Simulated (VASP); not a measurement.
# Ta2Ti6H (a cell with a defect) in VASP: notebook

The runs below take Ta2Ti6H (a cell with a defect) through single point, with PBEsol+D3(BJ).

Everything below comes from runs of VASP 6.6.1. Logs are shortened: lines on timing, memory, paths and dates and some standing lists are left out, and cuts for length are marked.

## (1) Starting point

The cell holds a defect, 9 atoms: a = 8.266 Å, b = 4.133 Å, c = 4.133 Å, α = 90.00°, β = 90.00°, γ = 90.00°.

## (2) Single point, PBEsol+D3(BJ)

The input, INCAR:

```
PREC = Accurate
ENCUT = 520
EDIFF = 1E-6
ISMEAR = -1
SIGMA = 0.1
LREAL = F
LASPH = T
NELM = 100
ALGO = Fast
ISIF = 2
LWAVE = F
LCHARG = T
GGA = PS
IVDW = 12
LELF = T
LVHAR = T
NBANDS = 58
```

The input, KPOINTS:

```
regular mesh
0
Gamma
  2 3 3
```

The input, POSCAR:

```
Ta2Ti6H
1.0
    8.2661080000      0.0000000000      0.0000000000
    0.0000000000      4.1330540000      0.0000000000
    0.0000000000      0.0000000000      4.1330540000
Ti Ta H
6 2 1
Direct
    0.0000000000      0.5000000000      0.5000000000
    0.2500000000      0.0000000000      0.5000000000
    0.2500000000      0.5000000000      0.0000000000
    0.5000000000      0.5000000000      0.5000000000
    0.7500000000      0.0000000000      0.5000000000
    0.7500000000      0.5000000000      0.0000000000
    0.0000000000      0.0000000000      0.0000000000
    0.5000000000      0.0000000000      0.0000000000
    0.0000000000      0.0000000000      0.5000000000
```

Potentials or basis: VASP PAW PBE potentials, release 64 (Ti_sv, Ta_pv, H).

The run is started by

```
$ cat potpaw_PBE.64/Ti_sv/POTCAR potpaw_PBE.64/Ta_pv/POTCAR potpaw_PBE.64/H/POTCAR > POTCAR
$ mpirun -np 1 vasp_std > vasp.out
```

OUTCAR:

```text
PREC = Accurate
   ENCUT = 520
   EDIFF = 1E-6
   ISMEAR = -1
   LREAL = F
   LASPH = T
   NELM = 100
   ISIF = 2
   GGA = PS
   IVDW = 12
 IVDW          = 12

 ion  position               nearest neighbor table
   1  0.000  0.500  0.500-   7 2.92   7 2.92   7 2.92   7 2.92
   2  0.250  0.000  0.500-   7 2.92   8 2.92   7 2.92   8 2.92
   3  0.250  0.500  0.000-   7 2.92   8 2.92   7 2.92   8 2.92
   4  0.500  0.500  0.500-   8 2.92   8 2.92   8 2.92   8 2.92
   5  0.750  0.000  0.500-   7 2.92   8 2.92   7 2.92   8 2.92
   6  0.750  0.500  0.000-   7 2.92   8 2.92   7 2.92   8 2.92
   7  0.000  0.000  0.000-   9 2.07   9 2.07   3 2.92   5 2.92   6 2.92   1 2.92   1 2.92   2 2.92
                             5 2.92   2 2.92   1 2.92   3 2.92   6 2.92   1 2.92
   8  0.500  0.000  0.000-   2 2.92   3 2.92   4 2.92   5 2.92   6 2.92   2 2.92   4 2.92   5 2.92
                             3 2.92   4 2.92   6 2.92   4 2.92
   9  0.000  0.000  0.500-   7 2.07   7 2.07

  LATTYP: Found a simple tetragonal cell.
 ALAT       =     4.1330540000
 C/A-ratio  =     2.0000000000

  Lattice vectors:

 A1 = (   0.0000000000,   4.1330540000,   0.0000000000)
 A2 = (   0.0000000000,   0.0000000000,   4.1330540000)
 A3 = (   8.2661080000,   0.0000000000,   0.0000000000)

Analysis of symmetry for initial positions (statically):
=====================================================================
 Subroutine PRICEL returns:
 Original cell was already a primitive cell.

 Routine SETGRP: Setting up the symmetry group for a
 simple tetragonal supercell.

 Subroutine GETGRP returns: Found  8 space group operations
 (whereof  8 operations were pure point group operations)
 out of a pool of 16 trial point group operations.

The static configuration has the point symmetry D_2h.

Analysis of symmetry for dynamics (positions and initial velocities):
=====================================================================
 Subroutine PRICEL returns:
 Original cell was already a primitive cell.

 Routine SETGRP: Setting up the symmetry group for a
 simple tetragonal supercell.

 Subroutine GETGRP returns: Found  8 space group operations
 (whereof  8 operations were pure point group operations)
 out of a pool of 16 trial point group operations.

The dynamic configuration has the point symmetry D_2h.

 Subroutine INISYM returns: Found  8 space group operations
 (whereof  8 operations are pure point group operations),
 and found     1 'primitive' translations

----------------------------------------------------------------------------------------

                                     Primitive cell

  volume of cell :     141.2028

  direct lattice vectors                    reciprocal lattice vectors
     8.266108000  0.000000000  0.000000000     0.120975918  0.000000000  0.000000000
     0.000000000  4.133054000  0.000000000     0.000000000  0.241951835  0.000000000
     0.000000000  0.000000000  4.133054000     0.000000000  0.000000000  0.241951835

  length of vectors
     8.266108000  4.133054000  4.133054000     0.120975918  0.241951835  0.241951835

  position of ions in fractional coordinates (direct lattice)
     0.000000000  0.500000000  0.500000000
     0.250000000  0.000000000  0.500000000
     0.250000000  0.500000000  0.000000000
     0.500000000  0.500000000  0.500000000
     0.750000000  0.000000000  0.500000000
     0.750000000  0.500000000  0.000000000
     0.000000000  0.000000000  0.000000000
     0.500000000  0.000000000  0.000000000
     0.000000000  0.000000000  0.500000000

  ion indices of the primitive-cell ions
   primitive index   ion index
                 1           1
                 2           2
                 3           3
                 4           4
                 5           5
                 6           6
                 7           7
                 8           8
                 9           9

----------------------------------------------------------------------------------------

 KPOINTS: regular mesh

Automatic generation of k-mesh.
 Grid dimensions read from file:
 generate k-points for:    2    3    3

 Generating k-lattice:

  Cartesian coordinates                     Fractional coordinates (reciprocal lattice)
     0.060487959  0.000000000  0.000000000     0.500000000  0.000000000  0.000000000
     0.000000000  0.080650612  0.000000000     0.000000000  0.333333333  0.000000000
     0.000000000  0.000000000  0.080650612     0.000000000  0.000000000  0.333333333

  Length of vectors
     0.060487959  0.080650612  0.080650612

  Shift w.r.t. Gamma in fractional coordinates (k-lattice)
     0.000000000  0.000000000  0.000000000

 Subroutine IBZKPT returns following result:
 ===========================================

 Found      8 irreducible k-points:

 Following reciprocal coordinates:
            Coordinates               Weight
  0.000000  0.000000  0.000000      1.000000
  0.500000  0.000000  0.000000      1.000000
  0.000000  0.333333  0.000000      2.000000
  0.000000  0.000000  0.333333      2.000000
  0.500000  0.333333  0.000000      2.000000
  0.500000  0.000000  0.333333      2.000000
  0.000000  0.333333  0.333333      4.000000
  0.500000  0.333333  0.333333      4.000000
   k-points           NKPTS =      8   k-points in BZ     NKDIM =      8   number of bands    NBANDS=     58
   number of dos      NEDOS =    301   number of ions     NIONS =      9
   total plane-waves  NPLWV =  65536
   dimension x,y,z NGX =    64 NGY =   32 NGZ =   32
   dimension x,y,z NGXF=   128 NGYF=   64 NGZF=   64
   ions per type =               6   2   1
   NGX,Y,Z   is equivalent  to a cutoff of  12.87, 12.87, 12.87 a.u.
   NGXF,Y,Z  is equivalent  to a cutoff of  25.74, 25.74, 25.74 a.u.
 SYSTEM =  unknown system
   PREC   = accura    normal or accurate (medium, high low for compatibility)
   ISTART =      0    job   : 0-new  1-cont  2-samecut
   ICHARG =      2    charge: 1-file 2-atom 10-const
   ISPIN  =      1    spin polarized calculation?
   LNONCOLLINEAR =      F non collinear calculations
   LSORBIT =      F    spin-orbit coupling
   LASPH  =      T    aspherical Exc in radial PAW
   ENCUT  =  520.0 eV  38.22 Ry    6.18 a.u.  15.37  7.68  7.68*2*pi/ulx,y,z
   NELM   =    100;   NELMIN=  2; NELMDL= -5     # of ELM steps
   EDIFF  = 0.1E-05   stopping-criterion for ELM
   LREAL  =      F    real-space projection
   EDIFFG = 0.1E-04   stopping-criterion for IOM
   NSW    =      0    number of steps for IOM
   IBRION =     -1    ionic relax: 0-MD 1-quasi-New 2-CG
   NFREE  =      0    steps in history (QN), initial steepest desc. (CG)
   ISIF   =      2    stress and relaxation
   ISYM   =      2    0-nonsym 1-usesym 2-fastsym
   POTIM  = 0.5000    time-step for ionic-motion
   TEBEG  =    0.0;   TEEND  =   0.0 temperature during run
   PSTRESS=    0.0 pullay stress
   NELECT =      95.0000    total number of electrons
   NUPDOWN=      -1.0000    fix difference up-down
   EMIN   =  10.00;   EMAX   =-10.00  energy-range for DOS
   EFERMI =   0.00;   METHOD = LEGACY
   ISMEAR =    -1;   SIGMA  =   0.10  broadening in eV -4-tet -1-fermi 0-gaus
   EFERMI_NEDOS =   21; number of points for ismear=-14 and -15
   IALGO  =     68    algorithm
   IMIX   =      4    mixing-type and parameters
     AMIX     =   0.40;   BMIX     =  1.00
     AMIX_MAG =   1.60;   BMIX_MAG =  1.00
  volume/ion in A,a.u.               =      15.69       105.88
  Fermi-wavevector in a.u.,A,eV,Ry     =   1.434504  2.710819 27.998074  2.057800
  Thomas-Fermi vector in A             =   2.553905
   LORBIT       =      0    0 simple, 1 ext, 2 COOP (PROOUT), +10 PAW based schemes
   GGA     = PS    functional components
   LHFCALC =     F    Hartree Fock is set to
   AEXX    =    0.0000 exact exchange contribution
   IVDW    =    12    specifies the selected vdW correction
   LEPSILON=     F    determine dielectric tensor
   LRPA    =     F    only Hartree local field effects (RPA)
 non-spin polarized calculation
 RMM-DIIS sequential band-by-band and
  energy-cutoff  :      520.00
  volume of cell :      141.20
 maximum number of plane-waves:      3828
 NGX is ok and might be reduce to    64
   NGX = 31   NGY = 15   NGZ = 15

 number of electron      95.0000014 magnetization

 Free energy of the ion-electron system (eV)
  ---------------------------------------------------
  ext. energy  EPLUGINS =         0.00000000
  ---------------------------------------------------
  free energy    TOTEN  =       -78.48794785 eV

  energy without entropy =      -78.05001388  energy(sigma->0) =      -78.26898086

 E-fermi :   7.5322     XC(G=0): -11.9755

 val. band max:        7.4389986914   @ k =   0.0000   0.3333   0.0000
 cond. band min:       7.5489858581   @ k =   0.5000   0.3333   0.0000
 fundamental gap:      0.1099871668
 Fermi energy:         7.5322164579

 k-point     1 :       0.0000    0.0000    0.0000
  band No.  band energies     occupation
      1     -48.9409      2.00000
      2     -48.8980      2.00000
      3     -48.8727      2.00000
      4     -48.8343      2.00000
      5     -48.8107      2.00000
      6     -48.8061      2.00000
[... 50 lines left out ...]
     57      10.2552      0.00000
     58      10.2780      0.00000

 k-point     2 :       0.5000    0.0000    0.0000
  band No.  band energies     occupation
      1     -48.9265      2.00000
      2     -48.9247      2.00000
      3     -48.8491      2.00000
      4     -48.8445      2.00000
      5     -48.8093      2.00000
      6     -48.8088      2.00000
[... 50 lines left out ...]
     57       9.5506      0.00000
     58       9.5784      0.00000
[... 303 lines left out ...]
     57       8.5670      0.00006
     58       8.5789      0.00006

 k-point     8 :       0.5000    0.3333    0.3333
  band No.  band energies     occupation
      1     -48.8932      2.00000
      2     -48.8901      2.00000
      3     -48.8609      2.00000
      4     -48.8576      2.00000
      5     -48.8297      2.00000
      6     -48.8289      2.00000
[... 50 lines left out ...]
     57       8.9356      0.00000
     58       9.0293      0.00000

------------------------ aborting loop because EDIFF is reached ----------------------------------------

 Edisp (eV)   -5.16214

 E8    (eV) :    -3.6508

  FORCE on cell =-STRESS in cart. coord.  units (eV):
  Direction    XX          YY          ZZ          XY          YZ          ZX
  --------------------------------------------------------------------------------------
  -------------------------------------------------------------------------------------
  Total      -8.45853    -8.20833    -7.86496     0.00000     0.00000     0.00000
  in kB     -95.97586   -93.13700   -89.24086     0.00000     0.00000     0.00000
  external pressure =      -92.78 kB  Pullay stress =        0.00 kB

 VOLUME and BASIS-vectors are now :
 -----------------------------------------------------------------------------
  energy-cutoff  :      520.00
  volume of cell :      141.20
      direct lattice vectors                 reciprocal lattice vectors
     8.266108000  0.000000000  0.000000000     0.120975918  0.000000000  0.000000000
     0.000000000  4.133054000  0.000000000     0.000000000  0.241951835  0.000000000
     0.000000000  0.000000000  4.133054000     0.000000000  0.000000000  0.241951835

 POSITION                                       TOTAL-FORCE (eV/Angst)
 -----------------------------------------------------------------------------------
      0.00000      2.06653      2.06653         0.000000      0.000000      0.000000
      2.06653      0.00000      2.06653         0.254996     -0.000000     -0.000000
      2.06653      2.06653      0.00000         0.203761      0.000000      0.000000
      4.13305      2.06653      2.06653         0.000000      0.000000      0.000000
      6.19958      0.00000      2.06653        -0.254996      0.000000     -0.000000
      6.19958      2.06653      0.00000        -0.203761      0.000000      0.000000
      0.00000      0.00000      0.00000         0.000000      0.000000      0.000000
      4.13305      0.00000      0.00000         0.000000      0.000000      0.000000
      0.00000      0.00000      2.06653         0.000000      0.000000      0.000000
 -----------------------------------------------------------------------------------
    total drift:                                0.000000      0.000000      0.000000

  FREE ENERGIE OF THE ION-ELECTRON SYSTEM (eV)
  ---------------------------------------------------
  free  energy   TOTEN  =       -83.6500848433 eV

  energy  without entropy=      -83.2121508776  energy(sigma->0) =      -83.43111786
```

Run time: 3.3 min. Hardware: 1 thread of Intel Xeon Platinum 8488C (Sapphire Rapids), shared host; peak memory 0.28 GiB.

What came out:

- Free energy: -83.6501 eV
- Pressure: -9.3 GPa
- Largest force: 0.255 eV/Å
- Band gap on the k mesh: none (metal or under the smearing width)
- Dispersion energy per atom: -0.574 eV

Forces on the atoms (eV/Å):
```
Ti   0.000  0.000  0.000
Ti   0.255  0.000  0.000
Ti   0.204  0.000  0.000
Ti   0.000  0.000  0.000
Ti  -0.255  0.000  0.000
Ti  -0.204  0.000  0.000
Ta   0.000  0.000  0.000
Ta   0.000  0.000  0.000
H    0.000  0.000  0.000
```

Stress tensor (GPa, compression positive):
```
-9.60  0.00  0.00
 0.00 -9.31  0.00
 0.00  0.00 -8.92
```

Levels at points of the mesh, in eV from the Fermi level:
```
           k point  band 45  band 46  band 47  band 48  band 49  band 50  band 51  band 52
(0.00, 0.00, 0.00)    -0.60    -0.45    -0.43     0.76     0.76     0.76     0.87     1.01
(0.50, 0.00, 0.00)     0.20     0.27     0.97     1.04     1.05     1.06     1.13     1.14
```

Caveat: the k mesh is coarse (spacing up to 0.51 Å⁻¹), so the values aren't converged; the PAW data sets were made with another functional, which shifts forces and pressure a little. Spin-orbit coupling is left out, which matters for the levels of Ta.

## (3) Single point, PBEsol+D3(BJ)

The input, INCAR:

```
SYSTEM = Ta2Ti6H
PREC = Accurate
ENCUT = 520
EDIFF = 1E-6
ISMEAR = -1
SIGMA = 0.1
LREAL = .False.
LASPH = .True.
NELM = 100
ALGO = Normal
ISIF = 2
LWAVE = .False.
LCHARG = .False.
GGA = PS
IVDW = 12
NBANDS = 58
```

The input, KPOINTS:

```
Automatic mesh
0
Gamma
  2 3 3
  0 0 0
```

POSCAR: that of step 2 with these lines changed.

```diff
@@ -16,2 +16,2 @@
     0.5000000000      0.0000000000      0.0000000000
-    0.0000000000      0.0000000000      0.5000000000
+   -0.0757034629     -0.1511836042      0.3626037792
```

Potentials or basis: VASP PAW PBE potentials, release 64 (Ti_sv, Ta_pv, H).

The run is started by

```
$ cat potpaw_PBE.64/Ti_sv/POTCAR potpaw_PBE.64/Ta_pv/POTCAR potpaw_PBE.64/H/POTCAR > POTCAR
$ mpirun -np 1 vasp_std > vasp.out
```

Run time: 1.9 min. Hardware: 1 thread of Intel Xeon Platinum 8488C (Sapphire Rapids), shared host; peak memory 0.28 GiB.

Results (log left out):

- Free energy: -82.9027 eV
- Pressure: -6.5 GPa
- Largest force: 1.655 eV/Å
- Band gap on the k mesh: none (metal or under the smearing width)
- Dispersion energy per atom: -0.573 eV

Forces in eV/Å, atoms in the order of the input:
```
Ti   0.696 -1.113  0.627
Ti   0.186  0.103  0.073
Ti  -0.002 -0.081 -0.109
Ti   0.088 -0.056  0.074
Ti  -1.364  0.673  0.652
Ti  -0.356 -0.288 -0.198
Ta   0.675  0.658 -1.092
Ta   0.079  0.105 -0.039
H   -0.001 -0.002  0.012
```

Stress tensor (GPa, compression positive):
```
-6.77 -1.05 -1.20
-1.05 -6.45 -1.28
-1.20 -1.28 -6.43
```

Levels at points of the mesh, in eV from the Fermi level:
| k point | band 45 | band 46 | band 47 | band 48 | band 49 | band 50 | band 51 | band 52 |
| --- | --- | --- | --- | --- | --- | --- | --- | --- |
| (0.00, 0.00, 0.00) | -0.61 | -0.50 | -0.38 | 0.59 | 0.75 | 0.75 | 0.94 | 1.03 |
| (0.50, 0.00, 0.00) | 0.01 | 0.24 | 0.41 | 1.00 | 1.08 | 1.13 | 1.14 | 1.16 |

Caveat: the k mesh is coarse (spacing up to 0.51 Å⁻¹), so the values aren't converged; the PAW data sets were made with another functional, which shifts forces and pressure a little. The run has no spin-orbit coupling, so splittings on Ta are missing.
